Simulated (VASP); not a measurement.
```
LiCl
1.0
    0.00000     2.57000     2.57000
    2.57000     0.00000     2.57000
    2.57000     2.57000     0.00000
Li Cl
1 1
Direct
  0.00000   0.00000   0.00000
  0.50000   0.50000   0.50000
```

These are PW91 GGA, VASP's PBE PAW potentials (set 64) (plane waves; VASP) values and carry that method's errors. Run with 520 eV cut-off, Gaussian smearing of 0.050 eV, potentials Li_sv Cl.

**Question.** Give the energies of bands 3 to 8 at the high-symmetry points, in eV from the valence-band maximum.

**Answer.** 
| band | Γ | X | U | L | W |
|---|---|---|---|---|---|
| 3 | 0.00 | -2.87 | -2.46 | -2.79 | -2.10 |
| 4 | 0.00 | -1.09 | -1.77 | -0.26 | -2.10 |
| 5 | 0.00 | -1.09 | -0.82 | -0.26 | -1.05 |
| 6 | 6.31 | 7.88 | 8.09 | 6.76 | 9.55 |
| 7 | 11.92 | 8.29 | 9.93 | 9.52 | 10.15 |
| 8 | 11.92 | 12.39 | 11.42 | 9.52 | 10.42 |

The gap is indirect, 6.31 eV, from the valence maximum at K-Γ at 0.79 to the conduction minimum at Γ.

Measured: gap 9.40 eV (computed value off by -3.09 eV), as given by Wei Chen et al., Physical Review Materials (2018), doi:10.1103/physrevmaterials.2.073803.

The compound is LiCl in the rock salt structure. The cell was not relaxed at this level.
